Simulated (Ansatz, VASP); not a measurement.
# GaN in two plane-wave programs

Wanted: the spread between two codes on one cell, functional and k mesh. The cell is taken from a series of runs on this material, whose earlier steps may have relaxed, scaled, displaced or heated it; both programs get it as it stands.

Method: plane waves, with VASP 6.6.1 beside it; G0W0 gap at PBE, DFT+U, in Ansatz 0.2.0.

### Step 1. Starting point

It takes space group P6_3mc (No. 186, hexagonal). Conventional cell: a = 3.190 Å, b = 3.190 Å, c = 5.189 Å, α = 90.00°, β = 90.00°, γ = 120.00°. Ga has 4 N at 1.95 Å nearest. Nearest to N lie 4 Ga at 1.95 Å. Farther neighbours and most contacts between anions are not listed.

As a file:

```xyz
4
Lattice="3.1900 0.0000 0.0000 -1.5950 2.7626 0.0000 0.0000 0.0000 5.1890" Properties=species:S:1:pos:R:3 pbc="T T T"
Ga    1.5950    0.9209    0.0000
Ga    0.0000    1.8417    2.5945
N     1.5950    0.9209    1.9459
N     0.0000    1.8417    4.5404
```

### Step 2. VASP: G0W0 gap, PBE, DFT+U

Quasiparticle shifts depend on high empty states and on the cores, so they are the hardest test of two PAW sets.

Lines of VASP's logs that name or quote its potential files are left out, and so is its time.

The run reads the wave functions of an earlier VASP run, which isn't shown here.

Contents of INCAR:

```
SYSTEM = GaN
PREC = Accurate
ENCUT = 450
ISMEAR = 0
SIGMA = 0.01
LREAL = .FALSE.
GGA = PE
NBANDS = 208
LASPH = .TRUE.
ALGO = EVGW0
NELMGW = 1
ENCUTGW = 150
NOMEGA = 64
PRECFOCK = Fast
NBANDSGW = 32
LWAVE = .FALSE.
LCHARG = .FALSE.
```

Contents of POSCAR:

```
GaN
1.0
    3.1900000000      0.0000000000      0.0000000000
   -1.5950000000      2.7626210381      0.0000000000
    0.0000000000      0.0000000000      5.1890000000
Ga N
2 2
Direct
    0.6666666667      0.3333333333      0.0000000000
    0.3333333333      0.6666666667      0.5000000000
    0.6666666667      0.3333333333      0.3750000000
    0.3333333333      0.6666666667      0.8750000000
```

Contents of KPOINTS:

```
Automatic mesh
0
Gamma
9 9 4
0 0 0
```

Potentials, in the order of the species: Ga_d_GW and N_GW (PBE family, release 64).

Started as:

```sh
> mpirun -np 16 vasp_std
```

Numbers of over 12 decimals in the logs are rounded to 6 here.

Log:

```text
[banner, memory and clock lines left out]
running   16 mpi-ranks, on    1 nodes
 distrk:  each k-point on   16 cores,    1 groups
 distr:  one band on    1 cores,   16 groups

 POSCAR found type information on POSCAR GaN
 POSCAR found :  2 types and       4 ions
|                                                                             |
|           W    W    AA    RRRRR   N    N  II  N    N   GGGG   !!!           |
|           W    W   A  A   R    R  NN   N  II  NN   N  G    G  !!!           |
|           W    W  A    A  R    R  N N  N  II  N N  N  G       !!!           |
|           W WW W  AAAAAA  RRRRR   N  N N  II  N  N N  G  GGG   !            |
|           WW  WW  A    A  R   R   N   NN  II  N   NN  G    G                |
|           W    W  A    A  R    R  N    N  II  N    N   GGGG   !!!           |
|                                                                             |
|     For optimal performance we recommend to set                             |
|       NCORE = 2 up to number-of-cores-per-socket                            |
|     NCORE specifies how many cores store one orbital (NPAR=cpu/NCORE).      |
|     This setting can greatly improve the performance of VASP for DFT.       |
|     The default, NCORE=1 might be grossly inefficient on modern             |
|     multi-core architectures or massively parallel machines. Do your        |
|     Unfortunately you need to use the default for GW and RPA                |
|     calculations (for HF NCORE is supported but not extensively tested      |
|     yet).                                                                   |
|                                                                             |

|                                                                             |
|           W    W    AA    RRRRR   N    N  II  N    N   GGGG   !!!           |
|           W    W   A  A   R    R  NN   N  II  NN   N  G    G  !!!           |
|           W    W  A    A  R    R  N N  N  II  N N  N  G       !!!           |
|           W WW W  AAAAAA  RRRRR   N  N N  II  N  N N  G  GGG   !            |
|           WW  WW  A    A  R   R   N   NN  II  N   NN  G    G                |
|           W    W  A    A  R    R  N    N  II  N    N   GGGG   !!!           |
|                                                                             |
|     The default for ENCUTGWSOFT is different in this version of VASP.       |
|     please manually set ENCUTGWSOFT =150 in the INCAR file.                 |
|                                                                             |

 LDA part: xc-table for (Slater+PW92), standard interpolation
 found WAVECAR, reading the header
 POSCAR, INCAR and KPOINTS ok, starting setup
 FFT: planning ... GRIDC
 FFT: planning ... GRID_SOFT
 FFT: planning ... GRID
 reading WAVECAR
 the WAVECAR file was read successfully
 initial charge from wavefunction
 available memory per node:     48.56 GB, setting MAXMEM to     49726

 The Fermi energy was updated, please check that it is located mid-gap
 values below the HOMO (VB) or above the LUMO (CB) will cause erroneous energies
 E-fermi :   5.9032

 calculate exact exchange contribution
 the WAVEDER file was read successfully
energies w=
    0.000    0.000    0.503    0.000    1.005    0.000    1.505    0.000
    2.001    0.000    2.493    0.000    2.981    0.000    3.462    0.000
    3.938    0.000    4.407    0.000    4.870    0.000    5.326    0.000
    5.776    0.000    6.220    0.000    6.658    0.000    7.091    0.000
    7.520    0.000    7.945    0.000    8.367    0.000    8.786    0.000
    9.204    0.000    9.621    0.000   10.038    0.000   10.457    0.000
   10.878    0.000   11.302    0.000   11.730    0.000   12.165    0.000
   12.606    0.000   13.056    0.000   13.516    0.000   13.988    0.000
   14.474    0.000   14.975    0.000   15.494    0.000   16.034    0.000
   16.598    0.000   17.188    0.000   17.809    0.000   18.464    0.000
   19.160    0.000   19.901    0.000   20.695    0.000   21.549    0.000
   22.474    0.000   23.480    0.000   24.582    0.000   25.796    0.000
   27.144    0.000   28.651    0.000   30.352    0.000   32.288    0.000
   34.514    0.000   37.105    0.000   40.160    0.000   43.817    0.000
   48.276    0.000   53.831    0.000   60.939    0.000   70.349    0.000
   83.379    0.000  102.580    0.000  133.633    0.000  192.247    0.000
 responsefunction array rank=     208
 LDA part: xc-table for (Slater+PW92), standard interpolation

 min. memory requirement per mpi rank    448.4 MB, per node   7173.8 MB

 allocating   4 responsefunctions rank=   208
 shmem allocating  64 responsefunctions rank=   208
 response function shared by NCSHMEM nodes    1
 Doing            4  frequencies on each core in blocks of           64
NQ=   1    0.0000    0.0000    0.0000,
|.........|.........|.........|.........|.........|.........|.........|.........
 performed       2695000 updates of chi_q(r,r)
 total number of BLAS operations        836.84 Gflops
NQ=   2    0.1111   -0.0000    0.0000,
|.........|.........|.........|.........|.........|.........|.........|.........
 performed       7227000 updates of chi_q(r,r)
 total number of BLAS operations       2132.07 Gflops
NQ=   3    0.2222    0.0000    0.0000,
|.........|.........|.........|.........|.........|.........|.........|.........
[...]
|.........|.........|.........|.........|.........|.........|.........|.........
 performed      37055000 updates of chi_q(r,r)
 total number of BLAS operations      10516.36 Gflops
NQ=   9    0.4444    0.1111    0.0000,
|.........|.........|.........|.........|.........|.........|.........|.........
 performed      41827000 updates of chi_q(r,r)
 total number of BLAS operations      12074.11 Gflops
NQ=  10    0.2222    0.2222    0.0000,
|.........|.........|.........|.........|.........|.........|.........|.........
 performed      46599000 updates of chi_q(r,r)
 total number of BLAS operations      13466.83 Gflops
NQ=  11    0.3333    0.2222    0.0000,
|.........|.........|.........|.........|.........|.........|.........|.........
 performed      52329000 updates of chi_q(r,r)
 total number of BLAS operations      15246.00 Gflops
NQ=  12    0.3333    0.3333    0.0000,
|.........|.........|.........|.........|.........|.........|.........|.........
 performed      55477000 updates of chi_q(r,r)
 total number of BLAS operations      16263.45 Gflops
NQ=  13    0.0000    0.0000    0.2500,
|.........|.........|.........|.........|.........|.........|.........|.........
 performed      58332000 updates of chi_q(r,r)
 total number of BLAS operations      17140.92 Gflops
NQ=  14    0.1111   -0.0000    0.2500,
|.........|.........|.........|.........|.........|.........|.........|.........
 performed      63423000 updates of chi_q(r,r)
 total number of BLAS operations      18642.48 Gflops
NQ=  15    0.2222    0.0000    0.2500,
|.........|.........|.........|.........|.........|.........|.........|.........
 performed      68514000 updates of chi_q(r,r)
 total number of BLAS operations      20097.48 Gflops
NQ=  16    0.3333   -0.0000    0.2500,
|.........|.........|.........|.........|.........|.........|.........|.........
 performed      73605000 updates of chi_q(r,r)
 total number of BLAS operations      21599.04 Gflops
NQ=  17    0.4444    0.0000    0.2500,
|.........|.........|.........|.........|.........|.........|.........|.........
 performed      78696000 updates of chi_q(r,r)
 total number of BLAS operations      23085.00 Gflops
NQ=  18    0.1111    0.1111    0.2500,
|.........|.........|.........|.........|.........|.........|.........|.........
 performed      84266000 updates of chi_q(r,r)
 total number of BLAS operations      24660.15 Gflops
NQ=  19    0.2222    0.1111    0.2500,
|.........|.........|.........|.........|.........|.........|.........|.........
 performed      90795000 updates of chi_q(r,r)
 total number of BLAS operations      26506.31 Gflops
NQ=  20    0.3333    0.1111    0.2500,
|.........|.........|.........|.........|.........|.........|.........|.........
 performed      97324000 updates of chi_q(r,r)
 total number of BLAS operations      28431.86 Gflops
NQ=  21    0.4444    0.1111    0.2500,
|.........|.........|.........|.........|.........|.........|.........|.........
 performed     102894000 updates of chi_q(r,r)
 total number of BLAS operations      30074.75 Gflops
NQ=  22    0.2222    0.2222    0.2500,
|.........|.........|.........|.........|.........|.........|.........|.........
 performed     108464000 updates of chi_q(r,r)
 total number of BLAS operations      31717.64 Gflops
NQ=  23    0.3333    0.2222    0.2500,
|.........|.........|.........|.........|.........|.........|.........|.........
 performed     114993000 updates of chi_q(r,r)
 total number of BLAS operations      33663.31 Gflops
NQ=  24    0.3333    0.3333    0.2500,
|.........|.........|.........|.........|.........|.........|.........|.........
 performed     118433000 updates of chi_q(r,r)
 total number of BLAS operations      34710.02 Gflops
NQ=  25    0.0000    0.0000    0.5000,
|.........|.........|.........|.........|.........|.........|.........|.........
 performed     121128000 updates of chi_q(r,r)
 total number of BLAS operations      35488.45 Gflops
NQ=  26    0.1111   -0.0000    0.5000,
|.........|.........|.........|.........|.........|.........|.........|.........
 performed     125660000 updates of chi_q(r,r)
 total number of BLAS operations      36825.12 Gflops
NQ=  27    0.2222    0.0000    0.5000,
|.........|.........|.........|.........|.........|.........|.........|.........
 performed     130192000 updates of chi_q(r,r)
 total number of BLAS operations      38106.68 Gflops
NQ=  28    0.3333   -0.0000    0.5000,
|.........|.........|.........|.........|.........|.........|.........|.........
 performed     134724000 updates of chi_q(r,r)
 total number of BLAS operations      39528.20 Gflops
NQ=  29    0.4444    0.0000    0.5000,
|.........|.........|.........|.........|.........|.........|.........|.........
 performed     139256000 updates of chi_q(r,r)
 total number of BLAS operations      40864.87 Gflops
NQ=  30    0.1111    0.1111    0.5000,
|.........|.........|.........|.........|.........|.........|.........|.........
 performed     144028000 updates of chi_q(r,r)
 total number of BLAS operations      42243.04 Gflops
NQ=  31    0.2222    0.1111    0.5000,
|.........|.........|.........|.........|.........|.........|.........|.........
 performed     149758000 updates of chi_q(r,r)
 total number of BLAS operations      43933.05 Gflops
NQ=  32    0.3333    0.1111    0.5000,
|.........|.........|.........|.........|.........|.........|.........|.........
 performed     155488000 updates of chi_q(r,r)
 total number of BLAS operations      45623.05 Gflops
NQ=  33    0.4444    0.1111    0.5000,
|.........|.........|.........|.........|.........|.........|.........|.........
 performed     160260000 updates of chi_q(r,r)
 total number of BLAS operations      47001.22 Gflops
NQ=  34    0.2222    0.2222    0.5000,
|.........|.........|.........|.........|.........|.........|.........|.........
 performed     165032000 updates of chi_q(r,r)
 total number of BLAS operations      48438.03 Gflops
NQ=  35    0.3333    0.2222    0.5000,
|.........|.........|.........|.........|.........|.........|.........|.........
 performed     170762000 updates of chi_q(r,r)
 total number of BLAS operations      50128.03 Gflops
NQ=  36    0.3333    0.3333    0.5000,
|.........|.........|.........|.........|.........|.........|.........|.........
 performed     173910000 updates of chi_q(r,r)
 total number of BLAS operations      50999.30 Gflops
 resolving degeneracies of screened two electron integrals

 calculate QP shifts <psi_nk| G(iteration)W_0 |psi_nk>: iteration 1
 entering main loop
```

OUTCAR, selected parts (step 2):

```text
ion  position               nearest neighbor table
   1  0.667  0.333  0.000-   3 1.95   4 1.95   4 1.95   4 1.95
   2  0.333  0.667  0.500-   4 1.95   3 1.95   3 1.95   3 1.95
   3  0.667  0.333  0.375-   1 1.95   2 1.95   2 1.95   2 1.95
   4  0.333  0.667  0.875-   2 1.95   1 1.95   1 1.95   1 1.95

  LATTYP: Found a hexagonal cell.
 ALAT       =     3.1900000000
 C/A-ratio  =     1.6266457680

 Subroutine GETGRP returns: Found 12 space group operations
 (whereof  6 operations were pure point group operations)

The static configuration has the point symmetry C_3v.
 The point group associated with its full space group is C_6v.

 Found     36 irreducible k-points:

   k-points           NKPTS =     36   k-points in BZ     NKDIM =    324   number of bands    NBANDS=    208

   dimension x,y,z NGX =    24 NGY =   24 NGZ =   36
   dimension x,y,z NGXF=    48 NGYF=   48 NGZF=   72

   ENCUT  =  450.0 eV  33.07 Ry    5.75 a.u.   5.52  5.52  8.98*2*pi/ulx,y,z

   NELECT =      36.0000    total number of electrons

  energy-cutoff  :      450.00
  volume of cell :       45.73
      direct lattice vectors                 reciprocal lattice vectors
     3.190000000  0.000000000  0.000000000     0.313479624  0.180987545  0.000000000
    -1.595000000  2.762621038  0.000000000     0.000000000  0.361975090  0.000000000
     0.000000000  0.000000000  5.189000000     0.000000000  0.000000000  0.192715359

 k-points in reciprocal lattice and weights: Automatic mesh
   0.00000000  0.00000000  0.00000000       0.003
   0.11111111 -0.00000000  0.00000000       0.019
   0.22222222  0.00000000  0.00000000       0.019
   0.33333333 -0.00000000  0.00000000       0.019
   0.44444444  0.00000000  0.00000000       0.019
   0.11111111  0.11111111  0.00000000       0.019
   0.22222222  0.11111111  0.00000000       0.037
   0.33333333  0.11111111  0.00000000       0.037
   0.44444444  0.11111111  0.00000000       0.019
[...]
0.33333333  0.22222222  0.50000000       0.037
   0.33333333  0.33333333  0.50000000       0.006

 E-fermi :   5.9032

 QP shifts <psi_nk| G(iteration)W_0 |psi_nk>: iteration 1
 for sc-GW calculations column KS-energies equals QP-energies in previous step
 and V_xc(KS)=  KS-energies - (<T + V_ion + V_H > + <T+V_H+V_ion>^1  + <V_x>^1)
 k-point   1 :       0.0000    0.0000    0.0000
  band No.  KS-energies  QP-energies   sigma(KS)   V_xc(KS)     V^pw_x(r,r')   Z            occupation Imag(sigma)
    ...
     15       3.8753       3.3227     -17.7260     -17.0064     -20.7173       0.7678       2.0000       0.0615
     16       4.7235       4.4257     -18.3173     -17.9307     -21.1356       0.7706       2.0000       0.0580
     17       4.7712       4.4665     -18.3782     -17.9830     -21.1904       0.7709       2.0000       0.0577
     18       4.7712       4.4665     -18.3782     -17.9830     -21.1904       0.7709       2.0000       0.0577
     19       7.0351       7.6465     -12.5991     -13.3577      -9.1305       0.8059       0.0000      -0.0303
     20       9.3255      10.1358     -11.5118     -12.5100      -7.3017       0.8118       0.0000      -0.0440
     21      14.1851      15.2292     -13.2503     -14.6464      -7.7146       0.7479       0.0000      -0.1047
     22      14.9305      15.6663     -10.3514     -11.2742      -5.2238       0.7973       0.0000      -0.0855
    ...

 k-point   2 :       0.1111   -0.0000    0.0000
  band No.  KS-energies  QP-energies   sigma(KS)   V_xc(KS)     V^pw_x(r,r')   Z            occupation Imag(sigma)
    ...
     15       3.6456       3.0490     -17.5166     -16.7375     -20.5381       0.7657       2.0000       0.0625
     16       3.8474       3.4525     -17.4499     -16.9373     -20.1654       0.7703       2.0000       0.0587
     17       4.6213       4.2889     -18.2302     -17.7984     -21.0703       0.7698       2.0000       0.0584
     18       4.6812       4.3504     -18.3178     -17.8880     -21.1604       0.7697       2.0000       0.0582
     19       7.8971       8.5647     -13.3691     -14.2060      -9.9771       0.7977       0.0000      -0.0300
     20      10.0339      10.9129     -12.0233     -13.1176      -7.7417       0.8032       0.0000      -0.0461
     21      13.7605      14.6926     -12.0899     -13.3030      -6.8579       0.7683       0.0000      -0.0891
     22      14.1568      15.0119     -10.9897     -12.0765      -5.8864       0.7868       0.0000      -0.0848
    ...

 k-point   3 :       0.2222    0.0000    0.0000
  band No.  KS-energies  QP-energies   sigma(KS)   V_xc(KS)     V^pw_x(r,r')   Z            occupation Imag(sigma)
    ...
     15       2.3853       1.7960     -16.9178     -16.1427     -20.0831       0.7603       2.0000       0.0729
     16       3.1501       2.4491     -17.1119     -16.1930     -20.2066       0.7629       2.0000       0.0655
     17       4.2738       3.8426     -17.9017     -17.3409     -20.7889       0.7689       2.0000       0.0596
     18       4.4401       4.0299     -18.1312     -17.5976     -21.0316       0.7688       2.0000       0.0595
     19       9.1366       9.8881     -13.2417     -14.1901      -9.3652       0.7923       0.0000      -0.0394
     20      10.9172      11.8321     -11.6345     -12.7736      -7.1393       0.8032       0.0000      -0.0526
     21      12.5786      13.4604     -11.6020     -12.7264      -6.7331       0.7842       0.0000      -0.0717
     22      13.4415      14.4443     -11.5888     -12.8676      -6.6640       0.7841       0.0000      -0.0772
    ...

 k-point   4 :       0.3333   -0.0000    0.0000
  band No.  KS-energies  QP-energies   sigma(KS)   V_xc(KS)     V^pw_x(r,r')   Z            occupation Imag(sigma)
    ...
     15       1.0506       0.2841     -16.3391     -15.3139     -19.9112       0.7477       2.0000       0.0912
     16       2.6668       1.8733     -16.7602     -15.7160     -19.9301       0.7600       2.0000       0.0688
     17       3.6372       3.0665     -17.2530     -16.5086     -20.1937       0.7667       2.0000       0.0615
     18       4.1556       3.6638     -17.9139     -17.2728     -20.8652       0.7672       2.0000       0.0607
     19       9.9268      10.6508     -11.9023     -12.8074      -7.6789       0.7999       0.0000      -0.0481
     20      10.6893      11.5969     -11.2821     -12.4063      -6.8647       0.8073       0.0000      -0.0518
     21      11.5270      12.4291     -11.4045     -12.5406      -6.9298       0.7941       0.0000      -0.0608
     22      13.4387      14.5494     -12.9697     -14.4170      -7.7984       0.7674       0.0000      -0.0815
    ...

[... 4 further parts left out ...]
```

(Part 1 of 2 ends here.)

[Lines on the potential files, build, host, timing and source positions are cut from VASP's logs without a mark.]

[Logs are printed without paths, hosts, clocks, repeated set-up lines and the standing remarks that a program may print on its own settings, such as how far it seeks lower states.]

[Hosts, paths, dates, database ids (printed as entryN), source tags and the programs' standing remarks are cut or masked in the printed files.]
